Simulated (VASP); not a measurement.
Here is a VASP 6.6.1 calculation.

Contents of INCAR:

```
SYSTEM = Cu3Te
PREC = Accurate
ENCUT = 520
EDIFF = 1E-6
ISMEAR = 0
SIGMA = 0.1
LREAL = .False.
LASPH = .True.
NELM = 100
ALGO = Normal
ISIF = 2
LWAVE = .False.
LCHARG = .False.
GGA = PS
NBANDS = 28
```

Contents of KPOINTS:

```
Automatic mesh
0
Gamma
  10 10 10
  0 0 0
```

Contents of POSCAR:

```
Cu3Te
1.0
    3.9466620000      0.0000000000      0.0000000000
    0.0000000000      3.9466620000      0.0000000000
    0.0000000000      0.0000000000      3.9466620000
Cu Te
3 1
Direct
    0.0000000000      0.5000000000      0.5000000000
    0.5000000000      0.0000000000      0.5000000000
    0.5000000000      0.5000000000      0.0000000000
    0.0000000000      0.0000000000      0.0000000000
```

Potentials or basis: VASP PAW PBE potentials, release 64 (Cu, Te).

Command:

```bash
$ cat potpaw_PBE.64/Cu/POTCAR potpaw_PBE.64/Te/POTCAR > POTCAR
$ mpirun -np 1 vasp_std > vasp.out
```

Problem. What does it give for the band gap on the k mesh?

Solution. None (metal or under the smearing width).

Problem. Estimate the pressure.

Solution. -4.4 GPa.

Caveat: the PAW data sets were made with another functional, which shifts forces and pressure a little. The run has no spin-orbit coupling, so splittings on Te are missing.
